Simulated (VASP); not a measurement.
Consider the following.

```yaml
crystal:
  lattice:
    - [2.65567, 0.00000, 0.00000]
    - [0.00000, 2.73818, 0.00000]
    - [0.00000, 0.00000, 3.63369]
  atoms:
    - { symbol: Fe, position: [0.00000, 0.00000, 0.00000], spin: 3.0 }
    - { symbol: Pt, position: [0.51488, 0.50000, 0.50000] }
```

These are PBE GGA + U (Dudarev), VASP's PBE PAW potentials (set 64) (plane waves; VASP) values and carry that method's errors. Run with 400 eV cut-off, 12×12×9 Γ-centred mesh, first-order Methfessel-Paxton smearing of 0.10 eV, potentials Fe Pt, U − J: Fe 4.00 eV.

Task: Which forces act on the atoms, in eV/Å?

Result: 
```csv
atom,Fx,Fy,Fz
Fe1,0.239,0.000,0.000
Pt2,-0.239,0.000,0.000
```

Task: Give the stress tensor in GPa (positive for a compressed cell).

Result: 
```
29.38   0.00   0.00
 0.00  18.78   0.00
 0.00   0.00  25.19
```
The pressure is its mean diagonal, 24.45 GPa.

The compound is FePt in the L1_0 structure. The cell was not relaxed at this level, atoms are displaced from their ideal sites. The run is one of a series of settings (LDAU = .TRUE., LDAUJ = 0 0, LDAUL = 2 -1, LDAUTYPE = 2, LDAUU = 4.0 0 against the base run), some of them coarse on purpose.
